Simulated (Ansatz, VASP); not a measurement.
**Sr3SbP: VASP beside Ansatz**

```
Sr Sb P
1.0
     5.74000    0.00000    0.00000
     0.00000    5.74000    0.00000
     0.00000    0.00000    5.74000
Sr Sb P
3 1 1
Direct
  0.00000 0.50000 0.50000
  0.50000 0.00000 0.50000
  0.50000 0.50000 0.00000
  0.00000 0.00000 0.00000
  0.50000 0.50000 0.50000
```

The cell comes from a database or a generator and needn't be the stable form of this composition.

Alike in both runs: task single point; functional LDA; k mesh 6 × 6 × 6; occupations gaussian, width 0.03 eV; no spin polarisation.

|  | VASP | Ansatz |
| --- | --- | --- |
| version | VASP 6.6.1 | Ansatz 0.2.0 |
| potentials or method | VASP PAW LDA potentials, release 64 (Sr_sv, Sb, P) | scalar-relativistic, plane waves, PAW |
| plane-wave cutoff (eV) | 520 | 420 |
| valence electrons in the cell | 40 | 50 |

```tsv
	VASP	Ansatz	Ansatz less VASP
gap on the k mesh at the Fermi level (eV)	0.17	0.17	-0.006
least direct gap on the mesh (eV)	0.17	0.17	-0.006
pressure (GPa)	-2.3	-2.4	-0.11
```

The two sets of potentials don't hold the same shells in valence.

Caveats: spin-orbit coupling is left out, which moves the levels of the heavy elements. LDA gaps usually lie below the measured ones, often by a third to a half.
